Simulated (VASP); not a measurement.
Consider the following.

```xyz
3
Lattice="4.2000 0.0000 0.0000 -2.1000 3.6373 0.0000 0.0000 0.0000 21.4090" Properties=species:S:1:pos:R:3 pbc="T T T"
I      2.1000     1.2124     9.0296
I      0.0000     2.4249    12.3794
Mg     4.2000     0.0000    10.7045
```

Level of theory: HSE06 screened hybrid (exact exchange on a k-mesh reduced by 3x3x1), VASP's PBE PAW potentials (set 64) (plane waves; VASP). Numerical set-up: PREC = Normal, EDIFF = 1E-5, 400 eV cut-off, 12×12×1 Γ-centred mesh, Gaussian smearing of 0.050 eV, potentials I Mg.

Exact exchange is summed on a reduced mesh (NKRED). Unless said otherwise, spin-orbit coupling is left out, though it shifts the bands of the heavy elements here.

Problem. Predict the energy per atom (σ→0), largest force, band gap (on the k-mesh) with the smallest direct gap where there is one.

Solution. 
The band gap (on the k-mesh) is 4.62 eV and the smallest direct gap (on the k-mesh) is 5.00 eV. The energy per atom (σ→0) is -3.076 eV/atom and the largest force comes out as 0.145 eV/Å.

The absolute energy has meaning only against runs of the same code, potentials and settings.

The cell is a sheet with vacuum, built from MgI2 (1T layered). The cell's shape comes from a PBE relaxation.
